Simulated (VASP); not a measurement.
Consider the following.

```
Ag2S
1.0
    2.34660    -3.67380     0.00000
    2.34660     3.67380     0.00000
    0.00000     0.00000     6.14928
Ag S
4 2
Direct
  0.33184   0.66816   0.88331
  0.66816   0.33184   0.11669
  0.16816   0.83184   0.38331
  0.83184   0.16816   0.61669
  0.00000   0.00000   0.00000
  0.50000   0.50000   0.50000
```

Calculation: PBEsol GGA, VASP's PBE PAW potentials (set 64) (plane waves; VASP). Settings: 400 eV cut-off, Gaussian smearing of 0.050 eV, potentials Ag S.

Give the energies of bands 19 to 32 at the high-symmetry points, in eV from the valence-band maximum.

| band | Γ | Y | C0 | Z | A0 | T | S | R |
|---|---|---|---|---|---|---|---|---|
| 19 | -3.52 | -3.61 | -3.73 | -3.30 | -3.53 | -3.50 | -3.60 | -3.68 |
| 20 | -3.18 | -3.52 | -3.38 | -3.30 | -3.53 | -3.50 | -3.60 | -3.68 |
| 21 | -3.14 | -3.39 | -3.32 | -3.18 | -3.38 | -3.47 | -3.12 | -3.15 |
| 22 | -2.93 | -3.36 | -3.21 | -3.18 | -3.38 | -3.47 | -3.12 | -3.15 |
| 23 | -2.70 | -3.03 | -3.02 | -2.50 | -3.00 | -3.03 | -2.96 | -3.06 |
| 24 | -1.21 | -2.75 | -2.86 | -2.50 | -3.00 | -3.03 | -2.96 | -3.06 |
| 25 | -0.87 | -2.11 | -2.11 | -0.45 | -2.44 | -1.66 | -1.53 | -1.65 |
| 26 | -0.55 | -1.54 | -2.05 | -0.45 | -2.44 | -1.66 | -1.53 | -1.65 |
| 27 | -0.30 | -0.72 | -1.30 | -0.33 | -0.94 | -1.55 | -1.50 | -0.57 |
| 28 | -0.05 | -0.69 | -1.11 | -0.33 | -0.94 | -1.55 | -1.50 | -0.57 |
| 29 | 0.10 | 0.38 | 1.18 | 0.96 | 3.47 | 2.56 | 2.33 | 1.12 |
| 30 | 0.54 | 1.53 | 3.34 | 0.96 | 3.47 | 2.56 | 2.33 | 1.12 |
| 31 | 2.42 | 1.69 | 3.40 | 4.05 | 4.00 | 3.54 | 4.42 | 5.14 |
| 32 | 4.41 | 4.75 | 4.69 | 4.05 | 4.00 | 3.54 | 4.42 | 5.15 |

The gap is indirect, 0.04 eV, from the valence maximum at Γ-S at 0.29 to the conduction minimum at Γ-Y at 0.14.

The structure comes from a computed database's Ag2S entry (Cmce); how it stands against other phases isn't given here. It was relaxed first, which changed the volume by -10 %.
